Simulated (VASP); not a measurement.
A VASP calculation is set up with these files.

KPOINTS:
```
Automatic mesh
0
Gamma
6 5 1
0 0 0
```

**POSCAR**
```
BeSe
1
    3.3011870000     0.0000000000     0.0000000000
    0.0000000000     3.8997540000     0.0000000000
    0.0000000000     0.0000000000    16.4015510000
Be Se
2 2
Direct
  0.7506910000   0.8749500000   0.5715790000
  0.2529590000   0.3776210000   0.4312560000
  0.2381270000   0.4864990000   0.5562170000
  0.7582230000   0.0101300000   0.4409480000
```

INCAR:
```
# general
SYSTEM   =  BeSe
PREC     =  Accurate
ENCUT    =  300
LREAL    =  .FALSE.
LASPH    =  .TRUE.

# electronic loop
EDIFF    =  1E-6
NELM     =  100
ALGO     =  Normal
LMAXMIX  =  4

# smearing
ISMEAR   =  -1
SIGMA    =  0.1

# functional
GGA      =  PE

# ions
ISIF     =  2

# output
LWAVE    =  .FALSE.
LCHARG   =  .FALSE.
```

POTCAR, in this order: Be Se (PBE.64 set). Program: vasp_std.

Problem. Translate this PBE calculation to Quantum ESPRESSO's pw.x.

Solution. One equivalent input (not run):
```
&CONTROL
  calculation = 'scf'
  pseudo_dir = './pseudo'
  outdir = './out'
  tprnfor = .true.
  tstress = .true.
/
&SYSTEM
  ibrav = 0
  nat = 4
  ntyp = 2
  ecutwfc = 88
  occupations = 'smearing'
  smearing = 'fermi-dirac'
  degauss = 0.00735
  input_dft = 'pbe'
/
&ELECTRONS
  conv_thr = 7.3e-08
  electron_maxstep = 100
/
ATOMIC_SPECIES
  Be 9.012 Be.upf
  Se 78.971 Se.upf
CELL_PARAMETERS angstrom
     3.3011870    0.0000000    0.0000000
     0.0000000    3.8997540    0.0000000
     0.0000000    0.0000000   16.4015510
ATOMIC_POSITIONS crystal
  Be   0.7506910  0.8749500  0.5715790
  Be   0.2529590  0.3776210  0.4312560
  Se   0.2381270  0.4864990  0.5562170
  Se   0.7582230  0.0101300  0.4409480
K_POINTS automatic
  6 5 1 0 0 0
```
The two are equivalent in intent, not identical: the potentials are each code's own (VASP's PAW set, PseudoDojo norm-conserving files in pw.x), so ENCUT and ecutwfc are chosen apart and not converted; conv_thr bounds pw.x's estimated SCF error, while EDIFF bounds the energy change between steps.

The cell is a sheet with vacuum, built from a generated structure.
